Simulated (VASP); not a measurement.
Consider the following.

```
MoTe2
1.0
    1.80073    -3.11896     0.00000
    1.80073     3.11896     0.00000
    0.00000     0.00000    14.31263
Te Mo
4 2
Direct
  0.33333   0.66667   0.87934
  0.66667   0.33333   0.37934
  0.66667   0.33333   0.12066
  0.33333   0.66667   0.62066
  0.33333   0.66667   0.25000
  0.66667   0.33333   0.75000
```

The numbers are results of optB86b-vdW, VASP's PBE PAW potentials (set 64) (plane waves; VASP), not measurements. Run with 520 eV cut-off, 7×7×2 Γ-centred mesh, Gaussian smearing of 0.050 eV, potentials Te Mo_sv.

The ions and cell shape at fixed volume are relaxed. Which structure does the run end with?

```
MoTe2
1.0
    1.77822    -3.07996     0.00000
    1.77822     3.07996     0.00000
    0.00000     0.00000    14.67735
Te Mo
4 2
Cartesian
  1.77822   1.02666  12.81985
  1.77822  -1.02666   5.48118
  1.77822  -1.02666   1.85750
  1.77822   1.02666   9.19617
  1.77822   1.02666   3.66934
  1.77822  -1.02666  11.00801
```
Space group P6_3/mmc (194), at a tolerance of 0.03 Å.

How much energy does the relaxation gain?

The energy (σ→0) changes by -18.1 meV/atom, in 8 ionic steps.

The compound is MoTe2 in the 2H layered structure. This cell is one point of a volume scan, at 1.06 of the reference volume. Symmetry was kept, so distortions that lower it aren't found.
